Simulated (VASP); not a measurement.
Calculation: MS2 meta-GGA, VASP's PBE PAW potentials (set 64) (plane waves; VASP).

A VASP calculation is set up with these files.

File POSCAR:
```
MgI2
1.0
  2.0639456040  -3.5748582233   0.0000000000
  2.0639456040   3.5748582233   0.0000000000
  0.0000000000   0.0000000000   7.1444672445
Mg I
1 2
Cartesian
  0.0000000000   0.0000000000   0.0000000000
  2.0639456040   1.1916217910   1.6375233057
  2.0639456040  -1.1916217910   5.5069439388
```

File KPOINTS:
```
Automatic mesh
0
Gamma
6 6 3
0 0 0
```

**INCAR**
```
# general
SYSTEM  = MgI2
PREC    = Accurate
ENCUT   = 520
LREAL   = F
LASPH   = T

# electronic loop
EDIFF   = 1E-7
NELM    = 100
ALGO    = Normal
LMAXMIX = 4
LMIXTAU = T

# smearing
ISMEAR  = 0
SIGMA   = 0.05

# functional
METAGGA = MS2

# ions
IBRION  = 2
NSW     = 30
ISIF    = 4
EDIFFG  = -0.01

# output
LWAVE   = F
LCHARG  = F
```

POTCAR, in this order: Mg I (PBE.64 set). Program: vasp_std.

The run wrote:

**OSZICAR**
```
       N       E                     dE             d eps       ncg     rms          rms(c)
DAV:   1     0.778883211955E+02    0.77888E+02   -0.58050E+03   408   0.101E+03
DAV:   2    -0.353055796409E+01   -0.81419E+02   -0.74096E+02   572   0.156E+02
DAV:   3    -0.933275276817E+01   -0.58022E+01   -0.57644E+01   512   0.498E+01
DAV:   4    -0.943128977648E+01   -0.98537E-01   -0.98488E-01   532   0.784E+00
DAV:   5    -0.943314673206E+01   -0.18570E-02   -0.18568E-02   520   0.102E+00    0.782E+00
DAV:   6    -0.647210417417E+01    0.29610E+01   -0.26090E+00   408   0.208E+01    0.376E+00
DAV:   7    -0.213267614124E+01    0.43394E+01   -0.30062E+00   408   0.161E+01    0.111E+00
DAV:   8    -0.217258812586E+01   -0.39912E-01   -0.55156E-02   456   0.232E+00    0.910E-01
DAV:   9    -0.213928055893E+01    0.33308E-01   -0.27610E-02   468   0.150E+00    0.657E-01
DAV:  10    -0.224184745123E+01   -0.10257E+00   -0.28340E-01   416   0.505E+00    0.982E-01
DAV:  11    -0.222164681769E+01    0.20201E-01   -0.10503E-01   408   0.387E+00    0.670E-01
DAV:  12    -0.216988604929E+01    0.51761E-01   -0.50772E-02   420   0.282E+00    0.173E-01
DAV:  13    -0.221959111822E+01   -0.49705E-01   -0.30277E-02   408   0.223E+00    0.307E-01
DAV:  14    -0.222241936520E+01   -0.28282E-02   -0.14127E-03   480   0.457E-01    0.332E-01
DAV:  15    -0.222892457513E+01   -0.65052E-02   -0.12393E-02   412   0.145E+00    0.547E-02
DAV:  16    -0.222889682563E+01    0.27750E-04   -0.77440E-05   496   0.797E-02    0.470E-02
DAV:  17    -0.222864339359E+01    0.25343E-03   -0.32526E-05   452   0.689E-02    0.438E-02
DAV:  18    -0.222739615731E+01    0.12472E-02   -0.31252E-04   420   0.229E-01    0.673E-02
DAV:  19    -0.222966761480E+01   -0.22715E-02   -0.25898E-03   408   0.625E-01    0.139E-01
DAV:  20    -0.222949313047E+01    0.17448E-03   -0.28716E-04   472   0.217E-01    0.251E-01
DAV:  21    -0.222945771619E+01    0.35414E-04   -0.13765E-05   496   0.401E-02    0.194E-01
DAV:  22    -0.222941179851E+01    0.45918E-04   -0.64224E-05   432   0.881E-02    0.696E-02
DAV:  23    -0.222964128561E+01   -0.22949E-03   -0.15420E-04   408   0.155E-01    0.806E-02
DAV:  24    -0.222968782804E+01   -0.46542E-04   -0.34652E-05   424   0.726E-02    0.105E-01
DAV:  25    -0.222968147251E+01    0.63555E-05   -0.14579E-05   452   0.462E-02    0.135E-01
DAV:  26    -0.222968143636E+01    0.36149E-07   -0.56860E-07   504   0.644E-03
   1 F= -.22296814E+01 E0= -.22296814E+01  d E =-.222968E+01
       N       E                     dE             d eps       ncg     rms          rms(c)
DAV:   1    -0.222986419970E+01   -0.18273E-03   -0.69095E-02   468   0.164E+00    0.287E-01
DAV:   2    -0.223127699231E+01   -0.14128E-02   -0.37112E-03   436   0.502E-01    0.364E-02
DAV:   3    -0.223134326512E+01   -0.66273E-04   -0.10962E-04   464   0.127E-01    0.301E-02
DAV:   4    -0.223130601541E+01    0.37250E-04   -0.76808E-05   416   0.116E-01    0.405E-03
DAV:   5    -0.223134064672E+01   -0.34631E-04   -0.77306E-05   408   0.116E-01    0.579E-03
DAV:   6    -0.223135019429E+01   -0.95476E-05   -0.35572E-06   436   0.237E-02    0.947E-03
DAV:   7    -0.223135159878E+01   -0.14045E-05   -0.13681E-06   432   0.163E-02    0.584E-03
DAV:   8    -0.223135163244E+01   -0.33659E-07   -0.51227E-07   424   0.793E-03
   2 F= -.22313516E+01 E0= -.22313516E+01  d E =-.167020E-02
       N       E                     dE             d eps       ncg     rms          rms(c)
DAV:   1    -0.221913533079E+01    0.12216E-01   -0.61927E-01   468   0.490E+00    0.456E-01
DAV:   2    -0.223283613597E+01   -0.13701E-01   -0.31220E-02   440   0.148E+00    0.247E-01
DAV:   3    -0.223334005139E+01   -0.50392E-03   -0.64959E-04   476   0.264E-01    0.105E-01
DAV:   4    -0.223354499103E+01   -0.20494E-03   -0.20247E-04   416   0.166E-01    0.770E-02
DAV:   5    -0.223357556867E+01   -0.30578E-04   -0.66580E-05   480   0.842E-02    0.417E-02
DAV:   6    -0.223356400731E+01    0.11561E-04   -0.24443E-05   408   0.565E-02    0.378E-03
DAV:   7    -0.223357321841E+01   -0.92111E-05   -0.28151E-05   408   0.660E-02    0.556E-03
DAV:   8    -0.223357805945E+01   -0.48410E-05   -0.50299E-06   408   0.280E-02    0.287E-03
DAV:   9    -0.223357910325E+01   -0.10438E-05   -0.21345E-07   424   0.500E-03    0.885E-04
DAV:  10    -0.223357826399E+01    0.83926E-06   -0.69329E-08   272   0.376E-03    0.103E-03
DAV:  11    -0.223357892935E+01   -0.66536E-06   -0.18966E-08   228   0.188E-03    0.416E-04
DAV:  12    -0.223357868886E+01    0.24048E-06   -0.48714E-09   204   0.815E-04    0.115E-04
DAV:  13    -0.223357874181E+01   -0.52948E-07   -0.51767E-09   204   0.925E-04
   3 F= -.22335787E+01 E0= -.22335787E+01  d E =-.389731E-02
       N       E                     dE             d eps       ncg     rms          rms(c)
DAV:   1    -0.223488233651E+01   -0.13036E-02   -0.12004E-01   416   0.198E+00    0.270E-01
DAV:   2    -0.223417933943E+01    0.70300E-03   -0.60381E-03   408   0.693E-01    0.105E-01
DAV:   3    -0.223461264878E+01   -0.43331E-03   -0.68676E-04   468   0.257E-01    0.772E-02
DAV:   4    -0.223441773674E+01    0.19491E-03   -0.34940E-04   472   0.156E-01    0.178E-02
DAV:   5    -0.223450805603E+01   -0.90319E-04   -0.26723E-04   408   0.185E-01    0.123E-02
DAV:   6    -0.223452874205E+01   -0.20686E-04   -0.15159E-05   448   0.450E-02    0.126E-02
DAV:   7    -0.223452906984E+01   -0.32779E-06   -0.50583E-06   452   0.222E-02    0.214E-03
DAV:   8    -0.223453333407E+01   -0.42642E-05   -0.32443E-06   412   0.237E-02    0.260E-03
DAV:   9    -0.223453030977E+01    0.30243E-05   -0.17163E-06   408   0.183E-02    0.764E-04
DAV:  10    -0.223453343278E+01   -0.31230E-05   -0.29019E-07   416   0.731E-03    0.984E-04
DAV:  11    -0.223453223486E+01    0.11979E-05   -0.21868E-08   296   0.242E-03    0.586E-04
DAV:  12    -0.223453364232E+01   -0.14075E-05   -0.28395E-08   252   0.263E-03    0.361E-04
DAV:  13    -0.223453271888E+01    0.92344E-06   -0.10491E-08   204   0.150E-03    0.439E-05
DAV:  14    -0.223453277297E+01   -0.54085E-07   -0.54504E-10   204   0.306E-04
   4 F= -.22345328E+01 E0= -.22345328E+01  d E =-.954031E-03
       N       E                     dE             d eps       ncg     rms          rms(c)
DAV:   1    -0.223581790758E+01   -0.12852E-02   -0.27353E-01   416   0.299E+00    0.406E-01
DAV:   2    -0.223419122101E+01    0.16267E-02   -0.13710E-02   408   0.104E+00    0.158E-01
DAV:   3    -0.223520324996E+01   -0.10120E-02   -0.15615E-03   472   0.387E-01    0.117E-01
DAV:   4    -0.223476111680E+01    0.44213E-03   -0.78510E-04   472   0.232E-01    0.267E-02
DAV:   5    -0.223496832758E+01   -0.20721E-03   -0.60818E-04   408   0.280E-01    0.187E-02
DAV:   6    -0.223501300685E+01   -0.44679E-04   -0.34752E-05   440   0.679E-02    0.188E-02
DAV:   7    -0.223501641564E+01   -0.34088E-05   -0.10916E-05   464   0.322E-02    0.334E-03
DAV:   8    -0.223502250225E+01   -0.60866E-05   -0.70584E-06   412   0.348E-02    0.382E-03
DAV:   9    -0.223501863856E+01    0.38637E-05   -0.39466E-06   416   0.276E-02    0.105E-03
DAV:  10    -0.223502382307E+01   -0.51845E-05   -0.68295E-07   412   0.113E-02    0.142E-03
DAV:  11    -0.223502204674E+01    0.17763E-05   -0.49037E-08   344   0.362E-03    0.788E-04
DAV:  12    -0.223502414461E+01   -0.20979E-05   -0.62973E-08   272   0.395E-03    0.500E-04
DAV:  13    -0.223502285102E+01    0.12936E-05   -0.23201E-08   220   0.222E-03    0.647E-05
DAV:  14    -0.223502291412E+01   -0.63100E-07   -0.12682E-09   204   0.467E-04
   5 F= -.22350229E+01 E0= -.22350229E+01  d E =-.144417E-02
```

**OUTCAR**
```
------------------------ aborting loop because EDIFF is reached ----------------------------------------
  FORCE on cell =-STRESS in cart. coord.  units (eV):
  Direction    XX          YY          ZZ          XY          YZ          ZX
  --------------------------------------------------------------------------------------
  Total        0.2021777      0.2021776      0.2097084     -0.0000000      0.0000000      0.0000000
  in kB        3.0724643      3.0724634      3.1869076     -0.0000000      0.0000000      0.0000000
  external PRESSURE =       3.1106118 kB  Pullay stress =       0.0000000 kB
  volume of cell :      105.43
      direct lattice vectors                 reciprocal lattice vectors
     2.076818347 -3.597154395  0.000000000     0.240752881 -0.138998760  0.000000000
     2.076818347  3.597154395  0.000000000     0.240752881  0.138998760  0.000000000
    -0.000000000 -0.000000000  7.056174764    -0.000000000 -0.000000000  0.141719846
 POSITION                                       TOTAL-FORCE (eV/Angst)
 -----------------------------------------------------------------------------------
      0.00000      0.00000      0.00000         0.000000      0.000000     -0.000000
      2.07682      1.19905      1.65258         0.000000      0.000000     -0.001811
      2.07682     -1.19905      5.40360        -0.000000     -0.000000      0.001811
 -----------------------------------------------------------------------------------
    total drift:                                0.000000      0.000000      0.000000
  FREE ENERGIE OF THE ION-ELECTRON SYSTEM (eV)
  ---------------------------------------------------
  free  energy   TOTEN  =        -2.2350229141 eV

  energy  without entropy=       -2.2350229141  energy(sigma->0) =       -2.23502291

 reached required accuracy - stopping structural energy minimisation
```
(Selected blocks of OUTCAR.)

CONTCAR:
```
MgI2
   1.00000000000000
     2.0768183471037274   -3.5971543950433320    0.0000000000000000
     2.0768183471037274    3.5971543950433320    0.0000000000000000
    -0.0000000000000000   -0.0000000000000000    7.0561747636345791
  Mg              I
     1     2
Direct
     0.0000000000000000    0.0000000000000000    0.0000000000000000
     0.3333330000000032    0.6666669999999968    0.2342029330961122
     0.6666669999999968    0.3333330000000032    0.7657970669038878
```

The compound is MgI2 in the 1T layered structure. This cell is one point of a volume scan, at 0.97 of the reference volume. Symmetry was kept, so distortions that lower it aren't found.
